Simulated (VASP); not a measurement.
```yaml
crystal:
  lattice:
    - [3.93991, 0.00000, 0.00000]
    - [0.00000, 3.93991, 0.00000]
    - [0.00000, 0.00000, 3.99641]
  atoms:
    - { symbol: Ba, position: [0.50000, 0.50000, 0.57965] }
    - { symbol: Ti, position: [0.00000, 0.00000, 0.09265] }
    - { symbol: O, position: [0.00000, 0.50000, 0.06507] }
    - { symbol: O, position: [0.50000, 0.00000, 0.06507] }
    - { symbol: O, position: [0.00000, 0.00000, 0.55755] }
```

All values below come from LDA (Ceperley-Alder, Perdew-Zunger), VASP's LDA PAW potentials (set 64) (plane waves; VASP 6.6.1). Run with 520 eV cut-off, 6×6×6 Γ-centred mesh, tetrahedra with Blöchl corrections, potentials Ba_sv Ti_sv O.

The cores are frozen, which limits the accuracy of field gradients.

**Question.** Give the principal components of the electric field gradient (V/Å²) and the asymmetry η at each nucleus.

**Answer.** 
```csv
atom,Vxx,Vyy,Vzz,η
Ba1,1.7,1.7,-3.3,0.00
Ti2,-3.8,-3.8,7.5,0.00
O3,-10.5,-8.5,19.0,0.11
O4,-10.5,-8.5,19.0,0.11
O5,-6.7,-6.7,13.4,0.00
```

The structure comes from a computed database's BaTiO3 entry (P4mm); how it stands against other phases isn't given here. It was relaxed first, which changed the volume by -5 %.
